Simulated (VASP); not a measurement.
Here is the system:

```
AlGa3N4
1.0
    4.46635     0.00000     0.00000
    0.00000     4.46635     0.00000
    0.00000     0.00000     4.46635
Al Ga N
1 3 4
Direct
  0.00000   0.00000   0.00000
  0.50000   0.50000   0.00000
  0.00000   0.50000   0.50000
  0.50000   0.00000   0.50000
  0.75493   0.75493   0.24507
  0.75493   0.24507   0.75493
  0.24507   0.24507   0.24507
  0.24507   0.75493   0.75493
```

Computed with PBEsol GGA, VASP's PBE PAW potentials (set 64) (plane waves; VASP 6.6.1). Settings: 520 eV cut-off, Gaussian smearing of 0.050 eV, potentials Al Ga_d N.

### Question
Estimate the band gap (along the path) with the smallest direct gap where there is one.

### Answer

```json
{
 "band gap (along the path)": "2.31 eV",
 "smallest direct gap (along the path)": "2.31 eV"
}
```

Total energies compare only between runs with the same potentials, cut-off and functional.

The structure comes from a computed database's AlGa3N4 entry (P-43m); how it stands against other phases isn't given here. It was relaxed first.
